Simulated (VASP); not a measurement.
Input:

```
CELL_PARAMETERS angstrom
      1.35921    -2.35422     0.00000
      1.35921     2.35422     0.00000
      0.00000     0.00000     4.27495
ATOMIC_POSITIONS crystal
  Os 0.33333 0.66667 0.25000
  Os 0.66667 0.33333 0.75000
```

These are SCAN meta-GGA, VASP's PBE PAW potentials (set 64) (plane waves; VASP) values and carry that method's errors. Run with 520 eV cut-off, 17×17×10 Γ-centred mesh, tetrahedra with Blöchl corrections, potentials Os.

Unless said otherwise, spin-orbit coupling is left out, though it shifts the bands of the heavy elements here.

**Question.** Estimate the energy per atom (σ→0), band gap (over mesh and band path) with the smallest direct gap where there is one.

**Answer.** 
```
Property                                                              Result
----------------------------------  ----------------------------------------
band gap (over mesh and band path)  none (metal, semimetal or under 0.01 eV)
energy per atom (σ→0)                                        -71.833 eV/atom
```

Only differences to runs with the same potentials and settings are physical.

The compound is Os in the hcp structure. It was relaxed first.
